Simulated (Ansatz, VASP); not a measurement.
## Two plane-wave programs on BiO6

```
CELL_PARAMETERS angstrom
4.28306 0.00000 0.00000
0.00000 4.28306 0.00000
0.00000 0.00000 4.28306
ATOMIC_POSITIONS crystal
Bi 0.00000 0.00000 0.00000
O 0.50000 0.50000 0.20700
O 0.50000 0.50000 0.79300
O 0.20700 0.50000 0.50000
O 0.79300 0.50000 0.50000
O 0.50000 0.20700 0.50000
O 0.50000 0.79300 0.50000
```

Change from the starting cell: species swapped into the PrB6 type (Pm-3m, No. 221).

Alike in both runs: task single point; functional PBE; k mesh 4 × 4 × 4; occupations gaussian, width 0.1 eV; no spin polarisation.

|  | VASP | Ansatz |
| --- | --- | --- |
| version | VASP 6.6.1 | Ansatz 0.2.0 |
| potentials or method | VASP PAW PBE potentials, release 64 (Bi_d, O) | scalar-relativistic, plane waves, PAW |
| plane-wave cutoff (eV) | 520 | 420 |
| valence electrons in the cell | 51 | 51 |

VASP gave:

* gap on the k mesh at the Fermi level (eV): none
* rms of the force components (eV/Å): 3.576

**Question.** What did Ansatz give for the same quantities?

**Answer.** gap on the k mesh at the Fermi level (eV): none; rms of the force components (eV/Å): 3.548.

Atom by atom the forces differ by 0.028 eV/Å (rms over components). A gap of «none» marks a metal or a gap that the smearing closes. The functional is the same, so the differences come from potentials, cutoffs and numerics.

Caveats: the k mesh is coarse (spacing up to 0.37 Å⁻¹), so the values aren't converged; spin-orbit coupling is left out, which moves the levels of the heavy elements; an odd number of electrons without spin polarisation forces a metal; a magnetic or distorted state may lie lower.
